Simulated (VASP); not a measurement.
Input:

```
SrTiO3
1.0
    3.87126     0.00000     0.00000
    0.00000     3.87126     0.00000
    0.00000     0.00000     3.87126
Sr Ti O
1 1 3
Cartesian
  0.00000   0.00000   0.00000
  1.93563   1.93563   1.93563
  1.93563   0.00000   1.93563
  0.00000   1.93563   1.93563
  1.93563   1.93563   0.00000
```

Computed with PBE GGA, VASP's PBE PAW potentials (set 64) (plane waves; VASP). Numerical set-up: 620 eV cut-off, 6×6×6 Γ-centred mesh, Gaussian smearing of 0.050 eV, potentials Sr_sv Ti_sv O.

Energy and stress use the plane-wave basis of the starting cell.

**Question.** The ions, cell shape and volume at an external pressure of 20.0 GPa are relaxed. Predict the relaxed structure.

**Answer.** 
```
SrTiO3
1.0
    3.81677     0.00000     0.00000
    0.00000     3.81677     0.00000
    0.00000     0.00000     3.81677
Sr Ti O
1 1 3
Direct
  0.00000   0.00000   0.00000
  0.50000   0.50000   0.50000
  0.50000   0.00000   0.50000
  0.00000   0.50000   0.50000
  0.50000   0.50000   0.00000
```
Space group Pm-3m (221), at a tolerance of 0.03 Å.

**Question.** How do energy and volume change from the first to the last step?

**Answer.** The energy (σ→0) changes by +44.4 meV/atom and the volume by -4.2 %, in 3 ionic steps.

| step | E(σ→0) (eV) | max force (eV/Å) | pressure (GPa) | volume (Å³) |
|---|---|---|---|---|
| 1 | -40.0111 | 0.000 | 9.95 | 58.02 |
| 2 | -39.1673 | 0.000 | 38.44 | 52.12 |
| 3 | -39.7890 | 0.000 | 19.82 | 55.60 |

The compound is SrTiO3 in the cubic perovskite structure, the ideal cubic form; the compound distorts at low or room temperature. This run relaxes it under an external pressure of 20 GPa. Symmetry was kept, so distortions that lower it aren't found.
